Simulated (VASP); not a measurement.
Computed with PBE GGA, VASP's PBE PAW potentials (set 64) (plane waves; VASP).

The input files of a VASP run:

**INCAR**
```
# general
SYSTEM =PtS2
PREC   =Accurate
ENCUT  =800
LREAL  =F
LASPH  =T

# electronic loop
EDIFF  =1E-6
NELM   =100
ALGO   =Normal
LMAXMIX=6

# smearing
ISMEAR =0
SIGMA  =0.05

# functional
GGA    =PE

# ions
ISIF   =2

# output
LWAVE  =F
LCHARG =F
```

KPOINTS:
```
Automatic mesh
0
Gamma
6 6 4
0 0 0
```

File POSCAR:
```
PtS2
3.61080
  0.5000000000  -0.8660255345   0.0000000000
  0.5000000000   0.8660255345   0.0000000000
  0.0000000000   0.0000000000   1.4237288136
Pt S
1 2
Direct
  0.0000000000   0.0000000000   0.0000000000
  0.3333330000   0.6666670000   0.2300000000
  0.6666670000   0.3333330000   0.7700000000
```

POTCAR, in this order: Pt S (PBE.64 set). Program: vasp_std.

What VASP printed:

OSZICAR:
```
       N       E                     dE             d eps       ncg     rms          rms(c)
DAV:   1     0.152241899512E+03    0.15224E+03   -0.13434E+04   720   0.186E+03
DAV:   2    -0.930706879440E+01   -0.16155E+03   -0.15817E+03   923   0.286E+02
DAV:   3    -0.166909148134E+02   -0.73838E+01   -0.73405E+01   951   0.650E+01
DAV:   4    -0.167832415481E+02   -0.92327E-01   -0.92277E-01   902   0.785E+00
DAV:   5    -0.167850844841E+02   -0.18429E-02   -0.18429E-02   993   0.107E+00    0.178E+01
DAV:   6    -0.156860629392E+02    0.10990E+01   -0.81796E+00   727   0.293E+01    0.120E+01
DAV:   7    -0.154319253018E+02    0.25414E+00   -0.14542E+00   727   0.131E+01    0.569E+00
DAV:   8    -0.154163455018E+02    0.15580E-01   -0.95215E-02   839   0.222E+00    0.132E+00
DAV:   9    -0.154108968276E+02    0.54487E-02   -0.15728E-02   860   0.140E+00    0.264E-01
DAV:  10    -0.154111323081E+02   -0.23548E-03   -0.20269E-03   853   0.332E-01    0.761E-02
DAV:  11    -0.154111865919E+02   -0.54284E-04   -0.71652E-05   918   0.782E-02    0.433E-02
DAV:  12    -0.154111916073E+02   -0.50154E-05   -0.13899E-05   888   0.344E-02    0.121E-02
DAV:  13    -0.154111928685E+02   -0.12612E-05   -0.22979E-06   883   0.112E-02    0.365E-03
DAV:  14    -0.154111930771E+02   -0.20860E-06   -0.33270E-07   591   0.504E-03
   1 F= -.15411193E+02 E0= -.15411193E+02  d E =-.778526E-12
```

OUTCAR:
```
------------------------ aborting loop because EDIFF is reached ----------------------------------------
  FORCE on cell =-STRESS in cart. coord.  units (eV):
  Direction    XX          YY          ZZ          XY          YZ          ZX
  --------------------------------------------------------------------------------------
  Total        0.1719381      0.1719381      1.0122942      0.0000000      0.0000000      0.0000000
  in kB        4.7458538      4.7458553     27.9414583      0.0000000      0.0000000      0.0000000
  external PRESSURE =      12.4777224 kB  Pullay stress =       0.0000000 kB
  volume of cell :       58.05
      direct lattice vectors                 reciprocal lattice vectors
     1.805400000 -3.127045000  0.000000000     0.276946937 -0.159895364  0.000000000
     1.805400000  3.127045000  0.000000000     0.276946937  0.159895364  0.000000000
     0.000000000  0.000000000  5.140800000     0.000000000  0.000000000  0.194522253
 POSITION                                       TOTAL-FORCE (eV/Angst)
 -----------------------------------------------------------------------------------
      0.00000      0.00000      0.00000        -0.000000      0.000000      0.000000
      1.80540      1.04235      1.18238         0.000000      0.000000      0.198773
      1.80540     -1.04235      3.95842         0.000000     -0.000000     -0.198773
 -----------------------------------------------------------------------------------
    total drift:                                0.000000      0.000000      0.000000
  FREE ENERGIE OF THE ION-ELECTRON SYSTEM (eV)
  ---------------------------------------------------
  free  energy   TOTEN  =       -15.4111930771 eV

  energy  without entropy=      -15.4111930771  energy(sigma->0) =      -15.41119308
```
(Selected blocks of OUTCAR.)

The compound is PtS2 in the 1T layered structure. The cell was not relaxed at this level. The run is one of a series of settings (ENCUT = 800 against the base run), some of them coarse on purpose.
